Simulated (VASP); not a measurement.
All values below come from PBE GGA, VASP's PBE PAW potentials (set 64) (plane waves; VASP).

VASP ran on this input.

**INCAR**
```
SYSTEM = Sc
PREC = Accurate; ENCUT = 300; LREAL = .False.
LASPH = .True.
EDIFF = 1E-6; NELM = 100; ALGO = Normal
LMAXMIX = 4
ISMEAR = -1; SIGMA = 0.136
GGA = PE
ISIF = 2
LWAVE = .False.; LCHARG = .False.
```

File POSCAR:
```
Sc
1
    1.6550000000    -2.8665440000     0.0000000000
    1.6550000000     2.8665440000     0.0000000000
    0.0000000000     0.0000000000     5.2700000000
Sc
2
Direct
  0.3333330000   0.6666670000   0.2500000000
  0.6666670000   0.3333330000   0.7500000000
```

**KPOINTS**
```
Automatic mesh
0
Gamma
9 9 5
0 0 0
```

POTCAR, in this order: Sc_sv (PBE.64 set). Program: vasp_std.

What VASP printed:

File OUTCAR:
```
 ion  position               nearest neighbor table
   1  0.333  0.667  0.250-   2 3.26   2 3.26   2 3.26   2 3.26   2 3.26   2 3.26
   2  0.667  0.333  0.750-   1 3.26   1 3.26   1 3.26   1 3.26   1 3.26   1 3.26
  LATTYP: Found a hexagonal cell.
 ALAT       =     3.3099999251
 C/A-ratio  =     1.5921450511
 Subroutine PRICEL returns:
 Original cell was already a primitive cell.
 Subroutine GETGRP returns: Found 24 space group operations
The static configuration has the point symmetry D_3d.
 The point group associated with its full space group is D_6h.
The dynamic configuration has the point symmetry D_3d.
 Subroutine INISYM returns: Found 24 space group operations
 Subroutine IBZKPT returns following result:
 Found     36 irreducible k-points:

 Following reciprocal coordinates:
            Coordinates               Weight
  0.000000  0.000000  0.000000      1.000000
  0.111111  0.000000  0.000000      6.000000
  0.222222  0.000000  0.000000      6.000000
  0.333333 -0.000000  0.000000      6.000000
  0.444444  0.000000  0.000000      6.000000
  0.111111  0.111111  0.000000      6.000000
  0.222222  0.111111  0.000000     12.000000
...
```

### OSZICAR
```
       N       E                     dE             d eps       ncg     rms          rms(c)
DAV:   1     0.275865859763E+03    0.27587E+03   -0.91855E+03  1136   0.104E+03
DAV:   2     0.108847884117E+00   -0.27576E+03   -0.27231E+03  1424   0.627E+02
DAV:   3    -0.138138432922E+02   -0.13923E+02   -0.13353E+02  1756   0.139E+02
DAV:   4    -0.140233683715E+02   -0.20953E+00   -0.20883E+00  1700   0.162E+01
DAV:   5    -0.140262041446E+02   -0.28358E-02   -0.28352E-02  1746   0.193E+00    0.739E+00
DAV:   6    -0.127844605310E+02    0.12417E+01   -0.29165E+00  1346   0.217E+01    0.221E+00
DAV:   7    -0.126248872999E+02    0.15957E+00   -0.71259E-01  1423   0.964E+00    0.895E-01
DAV:   8    -0.126141939996E+02    0.10693E-01   -0.33056E-02  1472   0.266E+00    0.258E-01
DAV:   9    -0.126123511834E+02    0.18428E-02   -0.99785E-03  1425   0.118E+00    0.217E-02
DAV:  10    -0.126123678429E+02   -0.16660E-04   -0.11785E-04  1797   0.163E-01    0.814E-03
DAV:  11    -0.126123632033E+02    0.46397E-05   -0.27306E-06  1177   0.218E-02    0.210E-03
DAV:  12    -0.126123651584E+02   -0.19551E-05   -0.51997E-07  1009   0.113E-02    0.956E-04
DAV:  13    -0.126123649383E+02    0.22010E-06   -0.93576E-08   855   0.578E-03
   1 F= -.12612365E+02 E0= -.12501025E+02  d E =-.222680E+00
```

OUTCAR:
```
------------------------ aborting loop because EDIFF is reached ----------------------------------------
  FORCE on cell =-STRESS in cart. coord.  units (eV):
  Direction    XX          YY          ZZ          XY          YZ          ZX
  --------------------------------------------------------------------------------------
  Total       -0.1545026     -0.1545026     -0.4764313      0.0000000     -0.0000000      0.0000000
  in kB       -4.9504997     -4.9504994    -15.2655903      0.0000000     -0.0000000      0.0000000
  external PRESSURE =      -8.3888632 kB  Pullay stress =       0.0000000 kB
  volume of cell :       50.00
      direct lattice vectors                 reciprocal lattice vectors
     1.655000000 -2.866544000  0.000000000     0.302114804 -0.174426068  0.000000000
     1.655000000  2.866544000  0.000000000     0.302114804  0.174426068  0.000000000
     0.000000000  0.000000000  5.270000000     0.000000000  0.000000000  0.189753321
 POSITION                                       TOTAL-FORCE (eV/Angst)
 -----------------------------------------------------------------------------------
      1.65500      0.95552      1.31750         0.000000     -0.000000      0.000000
      1.65500     -0.95552      3.95250        -0.000000      0.000000      0.000000
 -----------------------------------------------------------------------------------
    total drift:                                0.000000      0.000696     -0.000014
  FREE ENERGIE OF THE ION-ELECTRON SYSTEM (eV)
  ---------------------------------------------------
  free  energy   TOTEN  =       -12.6123649383 eV

  energy  without entropy=      -12.3896848520  energy(sigma->0) =      -12.50102490
```
(Selected blocks of OUTCAR.)

**OUTCAR**
```
 val. band max:        3.6121456910   @ k =   0.4444   0.1111   0.4000

 cond. band min:       3.6373136468   @ k =   0.4444   0.1111   0.4000


 Fermi energy:         3.6123797049

 k-point     1 :       0.0000    0.0000    0.0000
  band No.  band energies     occupation
      1     -45.8298      2.00000
      2     -45.7685      2.00000
      3     -24.6551      2.00000
      4     -24.3246      2.00000
      5     -24.3246      2.00000
      6     -24.2685      2.00000
      7     -24.2685      2.00000
      8     -24.2609      2.00000
      9      -1.5044      2.00000
     10       1.9497      1.99999
     11       4.0251      0.09180
     12       5.2047      0.00002
     13       5.2047      0.00002
     14       5.3165      0.00001
     15       5.6137      0.00000

 k-point     2 :       0.1111    0.0000    0.0000
  band No.  band energies     occupation
      1     -45.8243      2.00000
      2     -45.7663      2.00000
      3     -24.6404      2.00000
      4     -24.3554      2.00000
      5     -24.3347      2.00000
      6     -24.3000      2.00000
      7     -24.2727      2.00000
      8     -24.2674      2.00000
      9      -1.2369      2.00000
     10       2.1749      1.99995
     11       3.8314      0.33302
     12       4.8012      0.00032
     13       5.3976      0.00000
     14       5.4317      0.00000
     15       5.6141      0.00000

 k-point     3 :       0.2222    0.0000    0.0000
  band No.  band energies     occupation
      1     -45.8099      2.00000
      2     -45.7612      2.00000
      3     -24.5994      2.00000
      4     -24.4339      2.00000
      5     -24.3785      2.00000
      6     -24.3597      2.00000
      7     -24.2868      2.00000
      8     -24.2845      2.00000
      9      -0.4805      2.00000
     10       2.7068      1.99744
     11       3.4491      1.53716
     12       4.2119      0.02407
     13       5.0980      0.00004
     14       5.3989      0.00000
     15       5.4969      0.00000
...
```

At this cut-off the stress carries a Pulay error, which pulls relaxed volumes low.

The structure is a typed Sc crystal. The cell was not relaxed at this level.
